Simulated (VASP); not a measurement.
Input of a VASP 6.6.1 run:

Contents of INCAR:

```
SYSTEM = MgZr2O3
PREC     = Normal         ! precision mode
ENCUT    = 520            ! plane-wave cutoff, eV
EDIFF    = 1E-4           ! SCF threshold, eV
ISMEAR   = 0              ! smearing method
SIGMA    = 0.15           ! smearing width, eV
LREAL    = Auto         
LASPH    = .TRUE.         ! aspherical terms in the spheres
NELM     = 60             ! most SCF steps
ALGO     = Fast           ! electronic algorithm
ISIF     = 3              ! what is computed and relaxed
LWAVE    = .FALSE.        ! write WAVECAR
LCHARG   = .FALSE.        ! write CHGCAR
GGA      = PE             ! functional
IBRION   = 2              ! ionic algorithm
NSW      = 24             ! ionic steps
EDIFFG   = -0.08          ! ionic threshold
```

The input KPOINTS:

```
Automatic mesh
0
G
  3 3 3
  0 0 0
```

POSCAR

```
MgZr2O3
1.0
    2.8350000000     -4.9100000000      0.0000000000
    2.8350000000      4.9100000000      0.0000000000
   -1.8926848900      0.0000000000      5.3447772500
Mg Zr O
2 4 6
Direct
    0.8330000000      0.1670000000      0.0000000000
    0.1670000000      0.8330000000      0.0000000000
    0.0000000000      0.0000000000      0.5000000000
    0.3390000000      0.6610000000      0.5000000000
    0.6610000000      0.3390000000      0.5000000000
    0.5000000000      0.5000000000      0.0000000000
    0.0670000000      0.4250000000      0.7770000000
    0.5750000000      0.9330000000      0.2230000000
    0.4250000000      0.0670000000      0.7770000000
    0.9330000000      0.5750000000      0.2230000000
    0.7810000000      0.7810000000      0.7730000000
    0.2190000000      0.2190000000      0.2270000000
```

Potentials or basis: VASP PAW PBE potentials, release 64 (Mg, Zr_sv, O).

The run is started by

```sh
$ cat potpaw_PBE.64/Mg/POTCAR potpaw_PBE.64/Zr_sv/POTCAR potpaw_PBE.64/O/POTCAR > POTCAR
$ mpirun -np 1 vasp_std > vasp.out
```

Q: Estimate the space group after relaxing (to 0.05 Å).

A: C2/m (No. 12).

Q: What does it give for the relaxed cell?

A: a = 5.361 Å, b = 5.361 Å, c = 5.754 Å, α = 98.85°, β = 98.85°, γ = 119.96°.

Q: Predict the relaxed volume.

A: 11.36 Å³/atom.

Q: What does it give for the band gap on the k mesh?

A: None (metal or under the smearing width).

Final structure:
```xyz
12
Lattice="2.6822 -4.6421 0.0056 2.6822 4.6421 0.0056 -1.7815 0.0000 5.4713" Properties=species:S:1:pos:R:3 pbc="T T T"
Mg    2.6822   -3.0915    0.0056
Mg    2.6822    3.0915    0.0056
Zr   -0.8907    0.0000    2.7357
Zr    1.7915    1.5205    2.7412
Zr    1.7915   -1.5205    2.7412
Zr    2.6822    0.0000    0.0056
O    -0.0367    1.6325    4.3217
O     3.6197    1.6325    1.1607
O    -0.0367   -1.6325    4.3217
O     3.6197   -1.6325    1.1607
O     2.7848    0.0000    4.3564
O     0.7982    0.0000    1.1260
```

Caveat: the k mesh is coarse (spacing up to 0.45 Å⁻¹), so the values aren't converged.
